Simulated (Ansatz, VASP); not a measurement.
# BaZrO3 in two plane-wave programs, part 2 of 3

Aim: how closely do two programs agree when they are given the same cell, functional and k mesh? The cell is taken from a series of runs on this material, whose earlier steps may have relaxed, scaled, displaced or heated it; both programs get it as it stands.

VASP 6.6.1 and Ansatz 0.2.0.

So far: The structure; VASP: zone-centre phonons, LDA.

### Step 2. VASP: zone-centre phonons, LDA (continued)

Level of this step: LDA; plane waves and PAW (O, Zr_sv, Ba_sv) (VASP).

OUTCAR, selected parts (step 2):

```text
ion  position               nearest neighbor table
   1  0.000  0.500  0.500-   4 2.09   4 2.09   5 2.95   5 2.95   5 2.95   5 2.95
   2  0.500  0.000  0.500-   4 2.09   4 2.09   5 2.95   5 2.95   5 2.95   5 2.95
   3  0.500  0.500  0.000-   4 2.09   4 2.09   5 2.95   5 2.95   5 2.95   5 2.95
   4  0.500  0.500  0.500-   1 2.09   2 2.09   3 2.09   3 2.09   2 2.09   1 2.09   5 3.62   5 3.62
                             5 3.62   5 3.62   5 3.62   5 3.62   5 3.62   5 3.62
   5  0.000  0.000  0.000-   1 2.95   2 2.95   3 2.95   1 2.95   2 2.95   1 2.95   3 2.95   1 2.95
                             2 2.95   3 2.95   2 2.95   3 2.95   4 3.62   4 3.62   4 3.62   4 3.62

  LATTYP: Found a simple cubic cell.
 ALAT       =     4.1749865975

 Subroutine GETGRP returns: Found 48 space group operations
 (whereof 48 operations were pure point group operations)

The static configuration has the point symmetry O_h .

 Found     35 irreducible k-points:

   k-points           NKPTS =     35   k-points in BZ     NKDIM =     35   number of bands    NBANDS=     26

   dimension x,y,z NGX =    36 NGY =   36 NGZ =   36
   dimension x,y,z NGXF=    72 NGYF=   72 NGZF=   72

   ENCUT  =  600.0 eV  44.10 Ry    6.64 a.u.   8.34  8.34  8.34*2*pi/ulx,y,z

   NELECT =      40.0000    total number of electrons

 k-points in reciprocal lattice and weights: Automatic mesh
   0.00000000  0.00000000  0.00000000       0.002
   0.12500000  0.00000000  0.00000000       0.012
   0.25000000  0.00000000  0.00000000       0.012
   0.37500000  0.00000000  0.00000000       0.012
   0.50000000  0.00000000  0.00000000       0.006
   0.12500000  0.12500000  0.00000000       0.023
   0.25000000  0.12500000  0.00000000       0.047
   0.37500000  0.12500000  0.00000000       0.047
   0.50000000  0.12500000  0.00000000       0.023
[...]
0.50000000  0.50000000  0.37500000       0.012
   0.50000000  0.50000000  0.50000000       0.002

 average (electrostatic) potential at core
       1 -70.4425       2 -70.4425       3 -70.4425       4 -77.8432       5 -32.8031

  Total       -0.9536904     -0.9536904     -0.9536904      0.0000000      0.0000000      0.0000000
[...]
2     0.00000     6.11034     0.00000
    3    -0.00000    -0.00000     6.11034
 ion    5
    1     2.72633     0.00000    -0.00000
    2     0.00000     2.72633    -0.00000
    3     0.00000    -0.00000     2.72633

 Eigenvectors and eigenvalues of the dynamical matrix
 ----------------------------------------------------

   1 f  =   15.202187 THz    95.518159 2PiTHz  507.090380 cm-1    62.871166 meV
             X         Y         Z           dx          dy          dz
      0.000000  2.087493  2.087493    -0.691080    0.168578    0.000000
      2.087493  0.000000  2.087493     0.190885   -0.610323   -0.000000
      2.087493  2.087493  0.000000     0.190885    0.168578    0.000000
      2.087493  2.087493  2.087493     0.104564    0.092345    0.000000
      0.000000  0.000000  0.000000     0.020413    0.018028    0.000000

   2 f  =   15.202187 THz    95.518159 2PiTHz  507.090380 cm-1    62.871166 meV
             X         Y         Z           dx          dy          dz
      0.000000  2.087493  2.087493     0.610323    0.190885    0.000000
      2.087493  0.000000  2.087493    -0.168578   -0.691080    0.000000
      2.087493  2.087493  0.000000    -0.168578    0.190885   -0.000000
      2.087493  2.087493  2.087493    -0.092345    0.104564   -0.000000
      0.000000  0.000000  0.000000    -0.018028    0.020413   -0.000000

   3 f  =   15.202187 THz    95.518159 2PiTHz  507.090380 cm-1    62.871166 meV
             X         Y         Z           dx          dy          dz
      0.000000  2.087493  2.087493    -0.000000   -0.000000   -0.254668
      2.087493  0.000000  2.087493     0.000000    0.000000   -0.254668
      2.087493  2.087493  0.000000     0.000000   -0.000000    0.922001
      2.087493  2.087493  2.087493     0.000000   -0.000000   -0.139504
      0.000000  0.000000  0.000000    -0.000000    0.000000   -0.027234

   4 f  =    5.883598 THz    36.967735 2PiTHz  196.255697 cm-1    24.332594 meV
             X         Y         Z           dx          dy          dz
      0.000000  2.087493  2.087493    -0.052038   -0.396308    0.005648
      2.087493  0.000000  2.087493    -0.167402   -0.123194    0.005648
      2.087493  2.087493  0.000000    -0.167402   -0.396308    0.001756
      2.087493  2.087493  2.087493     0.287029    0.679513   -0.009683
      0.000000  0.000000  0.000000    -0.101208   -0.239601    0.003414

   5 f  =    5.883598 THz    36.967735 2PiTHz  196.255697 cm-1    24.332594 meV
             X         Y         Z           dx          dy          dz
      0.000000  2.087493  2.087493    -0.075851    0.107880    0.337547
      2.087493  0.000000  2.087493    -0.244008    0.033535    0.337547
      2.087493  2.087493  0.000000    -0.244008    0.107880    0.104928
      2.087493  2.087493  2.087493     0.418377   -0.184972   -0.578760
      0.000000  0.000000  0.000000    -0.147523    0.065222    0.204075

   6 f  =    5.883598 THz    36.967735 2PiTHz  196.255697 cm-1    24.332594 meV
             X         Y         Z           dx          dy          dz
      0.000000  2.087493  2.087493     0.097090   -0.128130    0.266732
      2.087493  0.000000  2.087493     0.312334   -0.039830    0.266732
      2.087493  2.087493  0.000000     0.312334   -0.128130    0.082914
      2.087493  2.087493  2.087493    -0.535530    0.219693   -0.457340
      0.000000  0.000000  0.000000     0.188831   -0.077465    0.161261

   7 f  =    5.456088 THz    34.281614 2PiTHz  181.995517 cm-1    22.564558 meV
             X         Y         Z           dx          dy          dz
      0.000000  2.087493  2.087493     0.000000    0.444113   -0.151451
      2.087493  0.000000  2.087493    -0.528986    0.000000    0.151451
      2.087493  2.087493  0.000000     0.528986   -0.444113   -0.000000
      2.087493  2.087493  2.087493    -0.000000   -0.000000   -0.000000
      0.000000  0.000000  0.000000     0.000000    0.000000   -0.000000

   8 f  =    5.456088 THz    34.281614 2PiTHz  181.995517 cm-1    22.564558 meV
             X         Y         Z           dx          dy          dz
      0.000000  2.087493  2.087493     0.000000   -0.087346   -0.690579
      2.087493  0.000000  2.087493     0.124385    0.000000    0.690579
      2.087493  2.087493  0.000000    -0.124385    0.087346    0.000000
      2.087493  2.087493  2.087493    -0.000000   -0.000000   -0.000000
      0.000000  0.000000  0.000000     0.000000   -0.000000    0.000000

   9 f  =    5.456088 THz    34.281614 2PiTHz  181.995517 cm-1    22.564558 meV
             X         Y         Z           dx          dy          dz
      0.000000  2.087493  2.087493     0.000000   -0.543262   -0.012779
      2.087493  0.000000  2.087493    -0.452441    0.000000    0.012779
      2.087493  2.087493  0.000000     0.452441    0.543262    0.000000
      2.087493  2.087493  2.087493    -0.000000   -0.000000   -0.000000
      0.000000  0.000000  0.000000     0.000000    0.000000    0.000000

  10 f  =    3.009384 THz    18.908520 2PiTHz  100.382258 cm-1    12.445808 meV
             X         Y         Z           dx          dy          dz
      0.000000  2.087493  2.087493    -0.025568   -0.335346    0.278296
      2.087493  0.000000  2.087493    -0.041178   -0.208220    0.278296
      2.087493  2.087493  0.000000    -0.041178   -0.335346    0.172797
      2.087493  2.087493  2.087493    -0.030765   -0.250546    0.207923
      0.000000  0.000000  0.000000     0.062116    0.505854   -0.419797

  11 f  =    3.009384 THz    18.908520 2PiTHz  100.382258 cm-1    12.445808 meV
             X         Y         Z           dx          dy          dz
      0.000000  2.087493  2.087493    -0.047714   -0.269568   -0.336199
      2.087493  0.000000  2.087493    -0.076845   -0.167378   -0.336199
      2.087493  2.087493  0.000000    -0.076845   -0.269568   -0.208750
      2.087493  2.087493  2.087493    -0.057413   -0.201401   -0.251183
      0.000000  0.000000  0.000000     0.115918    0.406631    0.507141

  12 f  =    3.009384 THz    18.908520 2PiTHz  100.382258 cm-1    12.445808 meV
             X         Y         Z           dx          dy          dz
      0.000000  2.087493  2.087493     0.266342   -0.080484   -0.033513
      2.087493  0.000000  2.087493     0.428953   -0.049974   -0.033513
      2.087493  2.087493  0.000000     0.428953   -0.080484   -0.020809
      2.087493  2.087493  2.087493     0.320482   -0.060132   -0.025038
      0.000000  0.000000  0.000000    -0.647056    0.121407    0.050553

  13 f/i=    0.008666 THz     0.054453 2PiTHz    0.289083 cm-1     0.035842 meV
             X         Y         Z           dx          dy          dz
      0.000000  2.087493  2.087493     0.116181    0.080383    0.195972
      2.087493  0.000000  2.087493     0.116449    0.080198    0.195972
      2.087493  2.087493  0.000000     0.116449    0.080383    0.195521
      2.087493  2.087493  2.087493     0.276485    0.190852    0.465297
      0.000000  0.000000  0.000000     0.339159    0.234115    0.570771

  14 f/i=    0.008666 THz     0.054453 2PiTHz    0.289083 cm-1     0.035842 meV
             X         Y         Z           dx          dy          dz
      0.000000  2.087493  2.087493    -0.165695   -0.104158    0.141408
      2.087493  0.000000  2.087493    -0.166077   -0.103919    0.141408
      2.087493  2.087493  0.000000    -0.166077   -0.104158    0.141083
      2.087493  2.087493  2.087493    -0.394317   -0.247303    0.335745
      0.000000  0.000000  0.000000    -0.483702   -0.303362    0.411852

  15 f/i=    0.008666 THz     0.054453 2PiTHz    0.289083 cm-1     0.035842 meV
             X         Y         Z           dx          dy          dz
      0.000000  2.087493  2.087493     0.131169   -0.202772    0.005050
      2.087493  0.000000  2.087493     0.131472   -0.202306    0.005050
      2.087493  2.087493  0.000000     0.131472   -0.202772    0.005038
      2.087493  2.087493  2.087493     0.312153   -0.481442    0.011989
      0.000000  0.000000  0.000000     0.382912   -0.590576    0.014707

 MACROSCOPIC STATIC DIELECTRIC TENSOR IONIC CONTRIBUTION
 ------------------------------------------------------
          53.879558     0.000000    -0.000000
           0.000000    53.879558    -0.000000
          -0.000000    -0.000000    53.879558
 ------------------------------------------------------

 ELASTIC MODULI CONTR FROM IONIC RELAXATION (kBar)
 Direction    XX          YY          ZZ          XY          YZ          ZX
 --------------------------------------------------------------------------------
 XX           0.0000      0.0000      0.0000      0.0000      0.0000      0.0000
 YY           0.0000      0.0000      0.0000      0.0000      0.0000      0.0000
 ZZ           0.0000      0.0000      0.0000      0.0000      0.0000      0.0000
 XY           0.0000      0.0000      0.0000      0.0000      0.0000      0.0000
 YZ           0.0000      0.0000      0.0000      0.0000      0.0000      0.0000
 ZX           0.0000      0.0000      0.0000      0.0000      0.0000      0.0000
 --------------------------------------------------------------------------------

 PIEZOELECTRIC TENSOR IONIC CONTR  for field in x, y, z        (C/m^2)
          XX          YY          ZZ          XY          YZ          ZX
  --------------------------------------------------------------------------------
  x     0.00000     0.00000     0.00000     0.00000     0.00000     0.00000
  y     0.00000     0.00000     0.00000     0.00000     0.00000     0.00000
  z     0.00000     0.00000     0.00000     0.00000     0.00000     0.00000
```

Harder data sets than Ba_sv exist (the GW ones), and pressures, volumes and forces can shift noticeably with them.

(Part 2 of 3 ends here.)

[Lines on the potential files, build, host, timing and source positions are cut from VASP's logs without a mark.]

[Logs are printed without paths, hosts, clocks, repeated set-up lines and the standing remarks that a program may print on its own settings, such as how far it seeks lower states.]

[Hosts, paths, dates, database ids (printed as entryN), source tags and the programs' standing remarks are cut or masked in the printed files.]
